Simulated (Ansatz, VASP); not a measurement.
**Two plane-wave programs on SrAlBO**

The input INCAR:

```
PREC = Accurate
ENCUT = 520
EDIFF = 1E-6
ISMEAR = 0
SIGMA = 0.1
LREAL = False
LASPH = True
NELM = 60
ALGO = Normal
ISIF = 2
LWAVE = False
LCHARG = True
GGA = PE
LELF = True
LVHAR = True
NBANDS = 19
```

KPOINTS

```
regular mesh
0
Gamma
  6 6 4
```

File POSCAR:

```
SrAlBO
1.0
    3.6971055400      0.0000000000      0.0000000000
   -1.8485527700      3.2017873200      0.0000000000
    0.0000000000      0.0000000000      5.2047948800
Sr Al B O
1 1 1 1
Direct
    0.3333333300      0.6666666700      0.5000000000
    0.0000000000      0.0000000000      0.0000000000
    0.6666666700      0.3333333300      0.5000000000
    0.3333333300      0.6666666700      0.0000000000
```

Input for Ansatz:

```yaml
crystal:
  lattice:
    - [3.69710554, 0.0, 0.0]
    - [-1.84855277, 3.20178732, 0.0]
    - [0.0, 0.0, 5.20479488]
  atoms:
    - { symbol: Sr, position: [0.33333333, 0.66666667, 0.5] }
    - { symbol: Al, position: [0.0, 0.0, 0.0] }
    - { symbol: B, position: [0.66666667, 0.33333333, 0.5] }
    - { symbol: O, position: [0.33333333, 0.66666667, 0.0] }
basis:
  ecutwfc: 420
kpoints:
  mp_grid: { grid: [6, 6, 4] }
hamiltonian:
  xc: pbe
scf:
  occupations: { method: gaussian, width: 0.1 }
  lower_state_search: "off"
output:
  forces: true
  stress: true
  eigenvalues: true
```

Alike in both runs: task single point; functional PBE; k mesh 6 × 6 × 4; occupations gaussian, width 0.1 eV; no spin polarisation.

|  | VASP | Ansatz |
| --- | --- | --- |
| version | VASP 6.6.1 | Ansatz 0.2.0 |
| potentials or method | VASP PAW PBE potentials, release 64 (Sr_sv, Al, B, O) | scalar-relativistic, plane waves, PAW |
| plane-wave cutoff (eV) | 520 | 420 |
| valence electrons in the cell | 22 | 22 |

```csv
,VASP,Ansatz,Ansatz less VASP
gap on the k mesh at the Fermi level (eV),none,none,-
pressure (GPa),13.6,13.1,-0.47
largest component of the traceless stress (GPa),14.53,14.35,-0.178
```

A gap of «none» marks a metal or a gap that the smearing closes. The functional is the same, so the differences come from potentials, cutoffs and numerics.
